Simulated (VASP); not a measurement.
# Si2Os2Rh (P1) in VASP: notebook, part 3 of 3

VASP 6.6.1.

## (4) Single point, PBE

INCAR

```
SYSTEM = Si2Os2Rh
PREC = Accurate
ENCUT = 520
EDIFF = 1E-6
ISMEAR = 1
SIGMA = 0.15
LREAL = .FALSE.
LASPH = .TRUE.
NELM = 100
ALGO = Normal
ISIF = 2
LWAVE = .FALSE.
LCHARG = .FALSE.
GGA = PE
NBANDS = 28
```

KPOINTS

```
regular mesh
0
G
  4 4 3
  0 0 0
```

POSCAR

```
Si2Os2Rh
1.0
    0.0074160000      3.8712050000      0.0226760000
    3.9122100000      0.0074160000     -0.0274820000
    1.9924560000      1.9123760000     -4.6505420000
Rh Si Os
1 2 2
Direct
    0.9743995600      0.9919738658      0.0344493306
    0.3054936009      0.3570280114      0.2544577662
    0.6111719436      0.6371813195      0.7942762194
    0.6983317669      0.2278966825      0.5407093011
    0.2039002926      0.7487382992      0.4847888304
```

Potentials or basis: VASP PAW PBE potentials, release 64 (Rh_pv, Si, Os).

Launch:

```console
$ cat potpaw_PBE.64/Rh_pv/POTCAR potpaw_PBE.64/Si/POTCAR potpaw_PBE.64/Os/POTCAR > POTCAR
$ mpirun -np 1 vasp_std > vasp.out
```

OUTCAR:

```text
SYSTEM = Si2Os2Rh
   PREC = Accurate
   ENCUT = 520
   EDIFF = 1E-6
   ISMEAR = 1
   LREAL = .FALSE.
   LASPH = .TRUE.
   NELM = 100
   ISIF = 2
   GGA = PE

 ion  position               nearest neighbor table
   1  0.974  0.992  0.034-   5 2.72   2 2.73   2 2.84   3 2.87   4 2.96   3 2.96   3 2.97   5 2.99
                             2 3.04   4 3.04   4 3.06   4 3.07   3 3.08   5 3.16   2 3.16   5 3.29
   2  0.305  0.357  0.254-   3 2.17   5 2.19   4 2.25   5 2.27   4 2.45   1 2.73   1 2.84   1 3.04
                             1 3.16
   3  0.611  0.637  0.794-   4 2.15   2 2.17   5 2.24   4 2.42   5 2.60   1 2.87   1 2.96   1 2.97
                             1 3.08
   4  0.698  0.228  0.541-   3 2.15   2 2.25   3 2.42   2 2.45   5 2.69   5 2.72   5 2.80   5 2.85
                             1 2.96   1 3.04   1 3.06   1 3.07
   5  0.204  0.749  0.485-   2 2.19   3 2.24   2 2.27   3 2.60   4 2.69   1 2.72   4 2.72   4 2.80
                             4 2.85   1 2.99   1 3.16   1 3.29

  LATTYP: Found a triclinic cell.
 ALAT       =     5.4002746773
 B/A-ratio  =     0.7168669646
 C/A-ratio  =     0.7244656591
 COS(alpha) =     0.0037699672
 COS(beta)  =     0.3515028974
 COS(gamma) =     0.3698167108

  Lattice vectors:

 A1 = (  -1.9271700000,  -1.9662450000,  -4.6457360000)
 A2 = (  -0.0074160000,  -3.8712050000,  -0.0226760000)
 A3 = (  -3.9122100000,  -0.0074160000,   0.0274820000)

Analysis of symmetry for initial positions (statically):
=====================================================================
 Subroutine PRICEL returns:
 Original cell was already a primitive cell.

 Routine SETGRP: Setting up the symmetry group for a
 triclinic supercell.

 Subroutine GETGRP returns: Found  1 space group operations
 (whereof  1 operations were pure point group operations)
 out of a pool of  2 trial point group operations.

The static configuration has the point symmetry C_1 .

Analysis of symmetry for dynamics (positions and initial velocities):
=====================================================================
 Subroutine PRICEL returns:
 Original cell was already a primitive cell.

 Routine SETGRP: Setting up the symmetry group for a
 triclinic supercell.

 Subroutine GETGRP returns: Found  1 space group operations
 (whereof  1 operations were pure point group operations)
 out of a pool of  2 trial point group operations.

The dynamic configuration has the point symmetry C_1 .

 Subroutine INISYM returns: Found  1 space group operations
 (whereof  1 operations are pure point group operations),
 and found     1 'primitive' translations

----------------------------------------------------------------------------------------

                                     Primitive cell

  volume of cell :      70.3898

  direct lattice vectors                    reciprocal lattice vectors
     0.007416000  3.871205000  0.022676000     0.000256678  0.257695643  0.106078470
     3.912210000  0.007416000 -0.027482000     0.256380484 -0.001131831  0.109377003
     1.992456000  1.912376000 -4.650542000    -0.001513808  0.001263210 -0.215157817

  length of vectors
     3.871278516  3.912313554  5.408752515     0.278674994  0.278739237  0.215166850

  position of ions in fractional coordinates (direct lattice)
[... 44 lines left out ...]
  0.500000 -0.000000  0.000000      1.000000
  0.000000  0.250000  0.000000      2.000000
  0.250000  0.250000  0.000000      2.000000
  0.500000  0.250000  0.000000      2.000000
[... 16 lines left out ...]
  0.000000 -0.250000  0.333333      2.000000
  0.250000 -0.250000  0.333333      2.000000
 [... further k-points ...]
   k-points           NKPTS =     26   k-points in BZ     NKDIM =     26   number of bands    NBANDS=     28
   number of dos      NEDOS =    301   number of ions     NIONS =      5
   total plane-waves  NPLWV =  36000
   dimension x,y,z NGX =    30 NGY =   30 NGZ =   40
   dimension x,y,z NGXF=    60 NGYF=   60 NGZF=   80
   ions per type =               1   2   2
   NGX,Y,Z   is equivalent  to a cutoff of  12.88, 12.75, 12.29 a.u.
   NGXF,Y,Z  is equivalent  to a cutoff of  25.77, 25.50, 24.59 a.u.
 SYSTEM =  Si2Os2Rh
   PREC   = accura    normal or accurate (medium, high low for compatibility)
   ISTART =      0    job   : 0-new  1-cont  2-samecut
   ICHARG =      2    charge: 1-file 2-atom 10-const
   ISPIN  =      1    spin polarized calculation?
   LNONCOLLINEAR =      F non collinear calculations
   LSORBIT =      F    spin-orbit coupling
   LASPH  =      T    aspherical Exc in radial PAW
   ENCUT  =  520.0 eV  38.22 Ry    6.18 a.u.   7.20  7.27 10.06*2*pi/ulx,y,z
   NELM   =    100;   NELMIN=  2; NELMDL= -5     # of ELM steps
   EDIFF  = 0.1E-05   stopping-criterion for ELM
   LREAL  =      F    real-space projection
   EDIFFG = 0.1E-04   stopping-criterion for IOM
   NSW    =      0    number of steps for IOM
   IBRION =     -1    ionic relax: 0-MD 1-quasi-New 2-CG
   NFREE  =      0    steps in history (QN), initial steepest desc. (CG)
   ISIF   =      2    stress and relaxation
   ISYM   =      2    0-nonsym 1-usesym 2-fastsym
   POTIM  = 0.5000    time-step for ionic-motion
   TEBEG  =    0.0;   TEEND  =   0.0 temperature during run
   PSTRESS=    0.0 pullay stress
   NELECT =      39.0000    total number of electrons
   NUPDOWN=      -1.0000    fix difference up-down
   EMIN   =  10.00;   EMAX   =-10.00  energy-range for DOS
   EFERMI =   0.00;   METHOD = LEGACY
   ISMEAR =     1;   SIGMA  =   0.15  broadening in eV -4-tet -1-fermi 0-gaus
   EFERMI_NEDOS =   21; number of points for ismear=-14 and -15
   IALGO  =     38    algorithm
   IMIX   =      4    mixing-type and parameters
     AMIX     =   0.40;   BMIX     =  1.00
     AMIX_MAG =   1.60;   BMIX_MAG =  1.00
  volume/ion in A,a.u.               =      14.08        95.00
  Fermi-wavevector in a.u.,A,eV,Ry     =   1.344600  2.540926 24.598648  1.807950
  Thomas-Fermi vector in A             =   2.472581
   LORBIT       =      0    0 simple, 1 ext, 2 COOP (PROOUT), +10 PAW based schemes
   GGA     = PE    functional components
   LHFCALC =     F    Hartree Fock is set to
   AEXX    =    0.0000 exact exchange contribution
   IVDW    =     0    specifies the selected vdW correction
   LEPSILON=     F    determine dielectric tensor
   LRPA    =     F    only Hartree local field effects (RPA)
 non-spin polarized calculation
 Methfessel and Paxton  Order N= 1 SIGMA  =   0.15
  energy-cutoff  :      520.00
  volume of cell :       70.39
 maximum number of plane-waves:      1904
 NGX is ok and might be reduce to    30
   NGX = 15   NGY = 15   NGZ = 21

 number of electron      39.0000002 magnetization

 Free energy of the ion-electron system (eV)
  ---------------------------------------------------
  ext. energy  EPLUGINS =         0.00000000
  ---------------------------------------------------
  free energy    TOTEN  =       -38.79617442 eV

  energy without entropy =      -38.79430372  energy(sigma->0) =      -38.79555085

 E-fermi :   9.2891     XC(G=0): -12.7348

 val. band max:        9.2866792874   @ k =   0.2500   0.2500   0.0000
 cond. band min:       9.2931739215   @ k =   0.0000   0.5000   0.0000
 fundamental gap:      0.0064946341
 Fermi energy:         9.2890523140

 k-point     1 :       0.0000    0.0000    0.0000
  band No.  band energies     occupation
      1     -36.6935      2.00000
      2     -36.5244      2.00000
      3     -36.4332      2.00000
      4      -2.6311      2.00000
      5       1.1033      2.00000
      6       2.2954      2.00000
[... 733 lines left out ...]
     27      16.4500      0.00000
     28      16.9546      0.00000

 [... further k-points ...]

------------------------ aborting loop because EDIFF is reached ----------------------------------------

  FORCE on cell =-STRESS in cart. coord.  units (eV):
  Direction    XX          YY          ZZ          XY          YZ          ZX
  --------------------------------------------------------------------------------------
  -------------------------------------------------------------------------------------
  Total       14.5964037      8.9734351     11.7321617     -0.6375548      5.2263654      5.2472756
  in kB      332.2361034    204.2488816    267.0416471    -14.5117064    118.9599371    119.4358867
  external PRESSURE =     267.8422107 kB  Pullay stress =       0.0000000 kB

 VOLUME and BASIS-vectors are now :
 -----------------------------------------------------------------------------
  energy-cutoff  :      520.00
  volume of cell :       70.39
      direct lattice vectors                 reciprocal lattice vectors
     0.007416000  3.871205000  0.022676000     0.000256678  0.257695643  0.106078470
     3.912210000  0.007416000 -0.027482000     0.256380484 -0.001131831  0.109377003
     1.992456000  1.912376000 -4.650542000    -0.001513808  0.001263210 -0.215157817

 POSITION                                       TOTAL-FORCE (eV/Angst)
 -----------------------------------------------------------------------------------
      3.95668      3.84534     -0.16537         0.246500     -0.423906      0.477120
      1.90603      1.67190     -1.18625         0.823634      1.224528      1.834574
      4.07988      3.88965     -3.69747        -2.720947     -1.467401     -1.438898
      1.97410      3.73911     -2.50502         2.874744     -2.743516      0.769142
      3.89665      1.72199     -2.27048        -1.223931      3.410294     -1.641938
 -----------------------------------------------------------------------------------
    total drift:                                0.000113     -0.000107     -0.000232

  FREE ENERGIE OF THE ION-ELECTRON SYSTEM (eV)
  ---------------------------------------------------
  free  energy   TOTEN  =       -38.7961744152 eV

  energy  without entropy=      -38.7943037181  energy(sigma->0) =      -38.79555085
```

Run time: 54 s. Hardware: 1 thread of Intel Xeon Platinum 8488C (Sapphire Rapids), shared host; peak memory 0.21 GiB.

Results:

```
Free energy            : -38.7962 eV
Pressure               : 26.8 GPa
Largest force          : 4.048 eV/Å
Band gap on the k mesh : none (metal or under the smearing width)
```

Forces in eV/Å, atoms in the order of the input:
```
Rh   0.246 -0.424  0.477
Si   0.824  1.225  1.835
Si  -2.721 -1.467 -1.439
Os   2.875 -2.744  0.769
Os  -1.224  3.410 -1.642
```

Levels at points of the mesh, in eV from the Fermi level:
| k point | band 16 | band 17 | band 18 | band 19 | band 20 | band 21 | band 22 | band 23 | band 24 | band 25 |
| --- | --- | --- | --- | --- | --- | --- | --- | --- | --- | --- |
| (0.00, 0.00, 0.00) | -1.41 | -1.15 | -0.72 | 0.09 | 0.86 | 2.91 | 3.20 | 3.39 | 3.69 | 3.88 |
| (0.50, 0.00, 0.00) | -1.45 | -1.21 | -1.06 | -0.61 | -0.31 | 0.23 | 3.09 | 3.26 | 5.00 | 5.63 |
| (0.00, 0.50, 0.00) | -1.55 | -1.37 | -1.21 | -0.93 | 0.00 | 0.38 | 1.94 | 3.12 | 4.66 | 5.88 |
| (0.50, 0.50, 0.00) | -1.38 | -1.27 | -0.75 | -0.20 | -0.09 | 0.15 | 0.55 | 3.05 | 3.89 | 4.78 |

Caveat: the k mesh is coarse (spacing up to 0.45 Å⁻¹), so the values aren't converged; so large a pressure means that the cell lies far from this level's equilibrium, or that cutoff or potentials fall short; forces of over 1 eV/Å show positions far from the minimum, so gaps and moduli don't describe the material at rest. The run has no spin-orbit coupling, so splittings on Os are missing.

## (5) Molecular dynamics, PBE

INCAR

```
ALGO = Fast
EDIFF = 1E-5
ENCUT = 520
GGA = PE
IBRION = 0
ISIF = 2
ISMEAR = 1
ISYM = 0
LASPH = True
LCHARG = False
LREAL = False
LWAVE = False
MDALGO = 2
NELM = 60
NELMIN = 4
NSW = 20
POTIM = 0.5
PREC = Accurate
RANDOM_SEED = 475591 0 0
SIGMA = 0.15
SMASS = 0
TEBEG = 300.0
TEEND = 300.0
```

KPOINTS

```
k-points
0
Gamma
  4 4 3
```

POSCAR

```
Si2Os2Rh
1.0
    0.0074160000      3.8712050000      0.0226760000
    3.9122100000      0.0074160000     -0.0274820000
    1.9924560000      1.9123760000     -4.6505420000
Rh Si Os
1 2 2
Direct
    0.9768880000      0.9899530000      0.0360710000
    0.2925380000      0.3455220000      0.2677730000
    0.6260710000      0.6579220000      0.7739360000
    0.6928930000      0.2228420000      0.5434710000
    0.2077060000      0.7535230000      0.4821870000
```

Potentials or basis: VASP PAW PBE potentials, release 64 (Rh_pv, Si, Os).

Launch:

```console
$ cat potpaw_PBE.64/Rh_pv/POTCAR potpaw_PBE.64/Si/POTCAR potpaw_PBE.64/Os/POTCAR > POTCAR
$ mpirun -np 1 vasp_std > vasp.out
```

OUTCAR:

```text
EDIFF = 1E-5
   ENCUT = 520
   GGA = PE
   IBRION = 0
   ISIF = 2
   ISMEAR = 1
   ISYM = 0
   LASPH = True
   LREAL = False
   NELM = 60
   NELMIN = 4
   NSW = 20
   POTIM = 0.5
   PREC = Accurate
   TEBEG = 300.0

 ion  position               nearest neighbor table
   1  0.977  0.990  0.036-   5 2.70   2 2.72   2 2.85   3 2.88   4 2.94   5 2.98   3 2.98   3 3.04
                             4 3.05   4 3.06   2 3.08   4 3.08   3 3.15   5 3.18   2 3.21   5 3.29
   2  0.293  0.346  0.268-   5 2.13   4 2.21   5 2.26   3 2.33   4 2.43   1 2.72   1 2.85   1 3.08
                             1 3.21
   3  0.626  0.658  0.774-   4 2.05   5 2.19   2 2.33   4 2.43   5 2.57   1 2.88   1 2.98   1 3.04
                             1 3.15
   4  0.693  0.223  0.543-   3 2.05   2 2.21   3 2.43   2 2.43   5 2.72   5 2.73   5 2.80   5 2.82
                             1 2.94   1 3.05   1 3.06   1 3.08
   5  0.208  0.754  0.482-   2 2.13   3 2.19   2 2.26   3 2.57   1 2.70   4 2.72   4 2.73   4 2.80
[... 412 lines left out ...]

  energy without entropy =      -38.77216707  energy(sigma->0) =      -38.77411510

 E-fermi :   9.3068     XC(G=0): -12.7275

 val. band max:        9.3019536656   @ k =   0.2500  -0.0000   0.0000
 cond. band min:       9.3086564319   @ k =  -0.2500   0.2500   0.3333
 fundamental gap:      0.0067027662
 Fermi energy:         9.3068174553

 k-point     1 :       0.0000    0.0000    0.0000
  band No.  band energies     occupation
      1     -36.6901      2.00000
      2     -36.5298      2.00000
      3     -36.4416      2.00000
      4      -2.6255      2.00000
      5       0.9996      2.00000
      6       2.3349      2.00000
[... 613 lines left out ...]
     22      11.4287     -0.00000
     23      12.0635     -0.00000

 [... further k-points ...]
[... 5 lines left out ...]
  --------------------------------------------------------------------------------------
  -------------------------------------------------------------------------------------
  Total       16.4744220      9.7335245     10.9149465     -0.6883659      4.3350660      4.2082105
  in kB      374.9826259    221.5496588    248.4406000    -15.6682438     98.6726241     95.7852003
  external PRESSURE =     281.6576282 kB  Pullay stress =       0.0000000 kB
[... 26 lines left out ...]
  ENERGY OF THE ELECTRON-ION-THERMOSTAT SYSTEM (eV)
  ---------------------------------------------------
% ion-electron   TOTEN  =       -38.775089  see above
  kinetic energy EKIN   =         0.114331
  kin. lattice  EKIN_LAT=         0.000000  (temperature  221.13 K)
  nose potential ES     =         0.547438
  nose kinetic   EPS    =         0.298292
  ---------------------------------------------------
  total energy   ETOTAL =       -37.815028 eV
```

It took 3.9 min on 1 thread of Intel Xeon Platinum 8488C (Sapphire Rapids), shared host; peak memory 0.26 GiB.

Step by step:
```
step  potential energy change (eV)  largest force (eV/Å)  pressure (GPa)  volume (Å³)  temperature (K)
   1                        0.0000                7.6590           34.24        70.39              312
   2                       -0.0287                7.5629           33.94        70.39              355
   3                       -0.0645                7.4402           33.79        70.39              422
   4                       -0.1067                7.2895           33.50        70.39              496
   5                       -0.1546                7.1153           33.22        70.39              571
   6                       -0.2067                6.9197           32.82        70.39              638
   7                       -0.2619                6.7080           32.45        70.39              689
   8                       -0.3184                6.4848           32.05        70.39              718
   9                       -0.3749                6.2557           31.63        70.39              719
  10                       -0.4299                6.0254           31.22        70.39              696
  11                       -0.4824                5.7995           30.82        70.39              652
  12                       -0.5317                5.5808           30.44        70.39              594
  13                       -0.5773                5.3721           30.08        70.39              531
  14                       -0.6192                5.1749           29.74        70.39              468
  15                       -0.6574                4.9897           29.42        70.39              410
  16                       -0.6923                4.8160           29.14        70.39              358
  17                       -0.7241                4.6534           28.87        70.39              314
  18                       -0.7531                4.5009           28.62        70.39              276
  19                       -0.7798                4.3576           28.38        70.39              246
  20                       -0.8044                4.2221           28.17        70.39              221
```

Caveat: the k mesh is coarse (spacing up to 0.45 Å⁻¹), so the values aren't converged.
